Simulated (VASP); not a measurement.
# Be16F (a cell with a defect) in VASP: a series of runs

The runs below take Be16F (a cell with a defect) through single point, relaxation of the atoms, with PBE.

Program: VASP 6.6.1. These are calculated values, not measurements. Logs are shortened: lines on timing, memory, paths and dates and some standing lists are left out, and cuts for length are marked.

## Step 1: Starting point

The cell holds a defect, 17 atoms: a = 4.580 Å, b = 3.966 Å, c = 7.177 Å, α = 90.00°, β = 90.00°, γ = 90.00°.

The cell was built by a generator and needn't be a form met in nature.

## Step 2: Single point, PBE

Contents of INCAR:

```
PREC = Accurate
ENCUT = 520
EDIFF = 1E-7
ISMEAR = 0
SIGMA = 0.1
LREAL = Auto
LASPH = T
NELM = 100
ALGO = Fast
ISIF = 2
LWAVE = F
LCHARG = T
GGA = PE
LELF = T
LVHAR = T
NBANDS = 34
```

Contents of KPOINTS:

```
Automatic mesh
0
Gamma
  4 4 3
```

Contents of POSCAR:

```
Be16F
1.0
   -2.2900000000     -3.9663960000      0.0000000000
    3.4350000000     -1.9831980000      0.0000000000
    0.0000000000      0.0000000000      7.1768600000
Be F
16 1
Direct
    0.7356364260      0.5082333057     -0.0009079790
    0.4956979410      0.3350648025      0.2451697519
    0.7356683607      0.5079325573      0.4856524846
    0.5249338178      0.3099255200      0.7539848624
    0.4845030712      0.0085265499     -0.0005866912
    0.2357467324      0.8595808398      0.2470115261
    0.4886903938      0.0107723012      0.4886953768
    0.2355993603      0.9096023830      0.7590622612
    0.2355983537      0.5054865129      0.0227433646
   -0.0242633617      0.3349576299      0.2452775912
    0.2357162629      0.5064105177      0.4611977421
   -0.0537349095      0.3099948305      0.7540306646
   -0.0132176400      0.0086644352     -0.0005439730
    0.7357139742      0.8338320455      0.2414319952
   -0.0173646210      0.0107212137      0.4887434512
    0.7355597612      0.8303244107      0.7443852306
    0.2355739769      0.5255118445      0.6977593408
```

Potentials or basis: VASP PAW PBE potentials, release 64 (Be, F).

On the command line:

```sh
$ cat potpaw_PBE.64/Be/POTCAR potpaw_PBE.64/F/POTCAR > POTCAR
$ mpirun -np 1 vasp_std > vasp.out
```

OUTCAR:

```text
PREC = Accurate
   ENCUT = 520
   EDIFF = 1E-7
   ISMEAR = 0
   LREAL = Auto
   LASPH = T
   NELM = 100
   ISIF = 2
   GGA = PE

 ion  position               nearest neighbor table
   1  0.736  0.508  0.999-  12 2.15   4 2.16  14 2.17   2 2.19  10 2.19  16 2.23  13 2.29   5 2.29
                             5 2.29  13 2.29   9 2.30   9 2.30
   2  0.496  0.335  0.245-  11 2.07   9 2.10   3 2.16   7 2.17   5 2.19   1 2.19  10 2.20   6 2.23
                            14 2.26  14 2.27  10 2.38
   3  0.736  0.508  0.486-  10 2.16   2 2.16  14 2.18  16 2.25   7 2.27  15 2.27  12 2.29  15 2.29
                             4 2.29   7 2.29  11 2.30  11 2.30
   4  0.525  0.310  0.754-  17 1.63  12 1.93   8 2.07  16 2.13   5 2.14   1 2.16   7 2.25  16 2.28
                             3 2.29
   5  0.485  0.009  0.999-   8 2.10   4 2.14   2 2.19   6 2.19  14 2.20  16 2.27  13 2.28   9 2.28
                             1 2.29   1 2.29  13 2.30   9 2.30
   6  0.236  0.860  0.247-  11 2.08   9 2.14   7 2.17  15 2.17   5 2.19  13 2.19  10 2.23   2 2.23
                            14 2.29  14 2.29
   7  0.489  0.011  0.489-   2 2.17   6 2.17  14 2.22   4 2.25  15 2.26  16 2.27   3 2.27  11 2.29
                             3 2.29   8 2.30  15 2.32  11 2.32
   8  0.236  0.910  0.759-  17 1.59   4 2.07  12 2.07   5 2.10  13 2.10  15 2.29   7 2.30  16 2.31
                            16 2.31
   9  0.236  0.505  0.023-   2 2.10  10 2.10   6 2.14  13 2.28   5 2.28   1 2.30   1 2.30   5 2.30
                            13 2.30
  10  0.976  0.335  0.245-  11 2.07   9 2.10   3 2.16  15 2.17  13 2.19   1 2.19   2 2.20   6 2.23
                            14 2.26  14 2.27   2 2.38
  11  0.236  0.506  0.461-  17 1.70  10 2.07   2 2.07   6 2.08   7 2.29  15 2.29   3 2.30   3 2.30
                             7 2.32  15 2.32
  12  0.946  0.310  0.754-  17 1.63   4 1.93   8 2.07  16 2.13  13 2.14   1 2.15  15 2.25  16 2.28
                             3 2.29
  13  0.987  0.009  0.999-   8 2.10  12 2.14  10 2.19   6 2.19  14 2.20  16 2.27   5 2.28   9 2.28
                             1 2.29   1 2.29   5 2.30   9 2.30
  14  0.736  0.834  0.241-   1 2.17   3 2.18  13 2.20   5 2.20  15 2.22   7 2.22   2 2.26  10 2.26
                            10 2.27   2 2.27   6 2.29   6 2.29
  15  0.983  0.011  0.489-  10 2.17   6 2.17  14 2.22  12 2.25   7 2.26  16 2.27   3 2.27  11 2.29
                             3 2.29   8 2.29   7 2.32  11 2.32
  16  0.736  0.830  0.744-   4 2.13  12 2.13   1 2.23   3 2.25   7 2.27  15 2.27   5 2.27  13 2.27
                            12 2.28   4 2.28   8 2.31   8 2.31
  17  0.236  0.526  0.698-   8 1.59  12 1.63   4 1.63  11 1.70

  LATTYP: Found a simple orthorhombic cell.
 ALAT       =     3.9663962620
 B/A-ratio  =     1.1547004875
 C/A-ratio  =     1.8094157835

  Lattice vectors:

 A1 = (  -3.4350000000,   1.9831980000,   0.0000000000)
 A2 = (  -2.2900000000,  -3.9663960000,   0.0000000000)
 A3 = (   0.0000000000,   0.0000000000,   7.1768600000)

Analysis of symmetry for initial positions (statically):
=====================================================================
 Subroutine PRICEL returns:
 Original cell was already a primitive cell.

 Routine SETGRP: Setting up the symmetry group for a
 simple orthorhombic supercell.

 Subroutine GETGRP returns: Found  1 space group operations
 (whereof  1 operations were pure point group operations)
 out of a pool of  8 trial point group operations.

The static configuration has the point symmetry C_1 .

Analysis of symmetry for dynamics (positions and initial velocities):
=====================================================================
 Subroutine PRICEL returns:
 Original cell was already a primitive cell.

 Routine SETGRP: Setting up the symmetry group for a
 simple orthorhombic supercell.

 Subroutine GETGRP returns: Found  1 space group operations
 (whereof  1 operations were pure point group operations)
 out of a pool of  8 trial point group operations.

The dynamic configuration has the point symmetry C_1 .

 Subroutine INISYM returns: Found  1 space group operations
 (whereof  1 operations are pure point group operations),
 and found     1 'primitive' translations

----------------------------------------------------------------------------------------

                                     Primitive cell

  volume of cell :     130.3755

  direct lattice vectors                    reciprocal lattice vectors
    -2.290000000 -3.966396000  0.000000000    -0.109170306 -0.189088533  0.000000000
     3.435000000 -1.983198000  0.000000000     0.218340611 -0.126059022  0.000000000
     0.000000000  0.000000000  7.176860000     0.000000000  0.000000000  0.139336702

  length of vectors
     4.579999697  3.966396262  7.176860000     0.218340626  0.252118027  0.139336702

  position of ions in fractional coordinates (direct lattice)
     0.735636426  0.508233306  0.999092021
     0.495697941  0.335064802  0.245169752
     0.735668361  0.507932557  0.485652485
     0.524933818  0.309925520  0.753984862
     0.484503071  0.008526550  0.999413309
     0.235746732  0.859580840  0.247011526
[... 9 lines left out ...]
     0.735559761  0.830324411  0.744385231
     0.235573977  0.525511845  0.697759341

  ion indices of the primitive-cell ions
   primitive index   ion index
                 1           1
                 2           2
                 3           3
                 4           4
                 5           5
                 6           6
[... 9 lines left out ...]
                16          16
                17          17

----------------------------------------------------------------------------------------

 KPOINTS: Automatic mesh

Automatic generation of k-mesh.
 Grid dimensions read from file:
 generate k-points for:    4    4    3

 Generating k-lattice:

  Cartesian coordinates                     Fractional coordinates (reciprocal lattice)
    -0.027292576 -0.047272133  0.000000000     0.250000000  0.000000000  0.000000000
     0.054585153 -0.031514755  0.000000000     0.000000000  0.250000000  0.000000000
     0.000000000  0.000000000  0.046445567     0.000000000  0.000000000  0.333333333

  Length of vectors
     0.054585156  0.063029507  0.046445567

  Shift w.r.t. Gamma in fractional coordinates (k-lattice)
     0.000000000  0.000000000  0.000000000

 Subroutine IBZKPT returns following result:
 ===========================================

 Found     26 irreducible k-points:

 Following reciprocal coordinates:
            Coordinates               Weight
  0.000000  0.000000  0.000000      1.000000
  0.250000  0.000000  0.000000      2.000000
  0.500000  0.000000  0.000000      1.000000
  0.000000  0.250000  0.000000      2.000000
  0.250000  0.250000  0.000000      2.000000
 -0.250000  0.250000  0.000000      2.000000
[... 16 lines left out ...]
  0.000000  0.500000  0.333333      2.000000
  0.250000  0.500000  0.333333      2.000000
 [... further k-points ...]
   k-points           NKPTS =     26   k-points in BZ     NKDIM =     26   number of bands    NBANDS=     34
   number of dos      NEDOS =    301   number of ions     NIONS =     17
   total plane-waves  NPLWV =  58320
   dimension x,y,z NGX =    36 NGY =   30 NGZ =   54
   dimension x,y,z NGXF=    72 NGYF=   60 NGZF=  108
   ions per type =              16   1
   NGX,Y,Z   is equivalent  to a cutoff of  13.07, 12.57, 12.51 a.u.
   NGXF,Y,Z  is equivalent  to a cutoff of  26.13, 25.15, 25.02 a.u.
 SYSTEM =  unknown system
   PREC   = accura    normal or accurate (medium, high low for compatibility)
   ISTART =      0    job   : 0-new  1-cont  2-samecut
   ICHARG =      2    charge: 1-file 2-atom 10-const
   ISPIN  =      1    spin polarized calculation?
   LNONCOLLINEAR =      F non collinear calculations
   LSORBIT =      F    spin-orbit coupling
   LASPH  =      T    aspherical Exc in radial PAW
   ENCUT  =  520.0 eV  38.22 Ry    6.18 a.u.   8.52  7.37 13.34*2*pi/ulx,y,z
   NELM   =    100;   NELMIN=  2; NELMDL= -5     # of ELM steps
   EDIFF  = 0.1E-06   stopping-criterion for ELM
   LREAL  =      T    real-space projection
   EDIFFG = 0.1E-05   stopping-criterion for IOM
   NSW    =      0    number of steps for IOM
   IBRION =     -1    ionic relax: 0-MD 1-quasi-New 2-CG
   NFREE  =      0    steps in history (QN), initial steepest desc. (CG)
   ISIF   =      2    stress and relaxation
   ISYM   =      2    0-nonsym 1-usesym 2-fastsym
   POTIM  = 0.5000    time-step for ionic-motion
   TEBEG  =    0.0;   TEEND  =   0.0 temperature during run
   PSTRESS=    0.0 pullay stress
   NELECT =      39.0000    total number of electrons
   NUPDOWN=      -1.0000    fix difference up-down
   EMIN   =  10.00;   EMAX   =-10.00  energy-range for DOS
   EFERMI =   0.00;   METHOD = LEGACY
   ISMEAR =     0;   SIGMA  =   0.10  broadening in eV -4-tet -1-fermi 0-gaus
   EFERMI_NEDOS =   21; number of points for ismear=-14 and -15
   IALGO  =     68    algorithm
   IMIX   =      4    mixing-type and parameters
     AMIX     =   0.40;   BMIX     =  1.00
     AMIX_MAG =   1.60;   BMIX_MAG =  1.00
  volume/ion in A,a.u.               =       7.67        51.75
  Fermi-wavevector in a.u.,A,eV,Ry     =   1.094875  2.069013 16.309988  1.198750
  Thomas-Fermi vector in A             =   2.231188
   LORBIT       =      0    0 simple, 1 ext, 2 COOP (PROOUT), +10 PAW based schemes
   GGA     = PE    functional components
   LHFCALC =     F    Hartree Fock is set to
   AEXX    =    0.0000 exact exchange contribution
   IVDW    =     0    specifies the selected vdW correction
   LEPSILON=     F    determine dielectric tensor
   LRPA    =     F    only Hartree local field effects (RPA)
 non-spin polarized calculation
 RMM-DIIS sequential band-by-band and
 Gauss-broadening in eV      SIGMA  =   0.10
  energy-cutoff  :      520.00
  volume of cell :      130.38
 maximum number of plane-waves:      3529
 NGX is ok and might be reduce to    36
   NGX = 17   NGY = 15   NGZ = 27

 number of electron      39.0000020 magnetization

 Free energy of the ion-electron system (eV)
  ---------------------------------------------------
  ext. energy  EPLUGINS =         0.00000000
  ---------------------------------------------------
  free energy    TOTEN  =       -61.87633065 eV

  energy without entropy =      -61.85811564  energy(sigma->0) =      -61.86722315

 E-fermi :   7.3653     XC(G=0): -10.7514

 val. band max:        7.3623146897   @ k =   0.2500  -0.2500  -0.3333
 cond. band min:       7.4537543734   @ k =   0.0000   0.2500  -0.3333
 fundamental gap:      0.0914396837
 Fermi energy:         7.3652771840

 k-point     1 :       0.0000    0.0000    0.0000
  band No.  band energies     occupation
      1     -22.0411      2.00000
      2      -4.4080      2.00000
      3      -4.3141      2.00000
      4      -4.2258      2.00000
      5      -3.6847      2.00000
      6      -1.3946      2.00000
[... 23 lines left out ...]
     30      11.5503      0.00000
     31      11.6707      0.00000

 k-point     2 :       0.2500    0.0000    0.0000
  band No.  band energies     occupation
      1     -22.0399      2.00000
      2      -4.4817      2.00000
      3      -4.3531      2.00000
      4      -4.2935      2.00000
      5      -3.2340      2.00000
      6      -1.0872      2.00000
[... 23 lines left out ...]
     30      13.0244      0.00000
     31      13.3591      0.00000

 k-point     3 :       0.5000    0.0000    0.0000
  band No.  band energies     occupation
      1     -22.0388      2.00000
      2      -4.6512      2.00000
      3      -4.3212      2.00000
      4      -4.2483      2.00000
      5      -2.1990      2.00000
      6      -2.1881      2.00000
[... 703 lines left out ...]
     30      12.9363      0.00000
     31      13.4619      0.00000

 k-point    24 :       0.2500    0.5000    0.3333
  band No.  band energies     occupation
      1     -22.0391      2.00000
      2      -4.7513      2.00000
      3      -4.2833      2.00000
      4      -4.1422      2.00000
      5      -1.5026      2.00000
      6      -1.2125      2.00000
[... 23 lines left out ...]
     30      13.4952      0.00000
     31      13.9382      0.00000

 [... further k-points ...]

 [bands above 31 left out]

------------------------ aborting loop because EDIFF is reached ----------------------------------------

  FORCE on cell =-STRESS in cart. coord.  units (eV):
  Direction    XX          YY          ZZ          XY          YZ          ZX
  --------------------------------------------------------------------------------------
  -------------------------------------------------------------------------------------
  Total        9.4543591      8.8365605      9.8429994     -0.5411714      0.0661270     -0.1145878
  in kB      116.1840874    108.5919949    120.9600663     -6.6504249      0.8126305     -1.4081635
  external PRESSURE =     115.2453829 kB  Pullay stress =       0.0000000 kB

 VOLUME and BASIS-vectors are now :
 -----------------------------------------------------------------------------
  energy-cutoff  :      520.00
  volume of cell :      130.38
      direct lattice vectors                 reciprocal lattice vectors
    -2.290000000 -3.966396000  0.000000000    -0.109170306 -0.189088533  0.000000000
     3.435000000 -1.983198000  0.000000000     0.218340611 -0.126059022  0.000000000
     0.000000000  0.000000000  7.176860000     0.000000000  0.000000000  0.139336702

 POSITION                                       TOTAL-FORCE (eV/Angst)
 -----------------------------------------------------------------------------------
      0.06117     -3.92575      7.17034         0.002263     -0.001900      0.000319
      0.01580     -2.63063      1.75955        -0.003545      0.002501      0.001340
      0.06007     -3.92528      3.48546         0.003356     -0.000852      0.001347
     -0.13750     -2.69674      5.41124        -0.010870     -0.010121      0.003131
     -1.08022     -1.93864      7.17265        -0.000208     -0.003306      0.002578
      2.41280     -2.63978      1.77277         0.002147      0.001695      0.000954
[... 9 lines left out ...]
      1.16773     -4.56422      5.34235        -0.001064     -0.002028     -0.004303
      1.26567     -1.97657      5.00772        -0.007601      0.001753     -0.008576
 -----------------------------------------------------------------------------------
    total drift:                               -0.002951      0.001377      0.001146

  FREE ENERGIE OF THE ION-ELECTRON SYSTEM (eV)
  ---------------------------------------------------
  free  energy   TOTEN  =       -61.8763306524 eV

  energy  without entropy=      -61.8581156398  energy(sigma->0) =      -61.86722315
```

It took 2.8 min on 1 thread of Intel Xeon 6975P-C (Granite Rapids), shared host; peak memory 0.25 GiB.

Results:

```
Free energy            : -61.8763 eV
Pressure               : 11.5 GPa
Largest force          : 0.022 eV/Å
Band gap on the k mesh : none (metal or under the smearing width)
```

Forces in eV/Å, atoms in the order of the input:
```
Be   0.002 -0.002  0.000
Be  -0.004  0.003  0.001
Be   0.003 -0.001  0.001
Be  -0.011 -0.010  0.003
Be   0.000 -0.003  0.003
Be   0.002  0.002  0.001
Be  -0.002 -0.001  0.007
Be   0.019 -0.011  0.003
Be   0.000 -0.001 -0.014
Be   0.001  0.003 -0.004
Be   0.000  0.000 -0.003
Be   0.001  0.016  0.004
Be  -0.001  0.003  0.002
Be  -0.002  0.001  0.003
Be   0.000  0.002  0.006
Be  -0.001 -0.002 -0.004
F   -0.008  0.002 -0.009
```

Caveat: the k mesh is coarse (spacing up to 0.40 Å⁻¹), so the values aren't converged; an odd number of electrons without spin polarisation forces a metal; a magnetic or distorted state may lie lower.

(Part 1 of 2 ends here.)
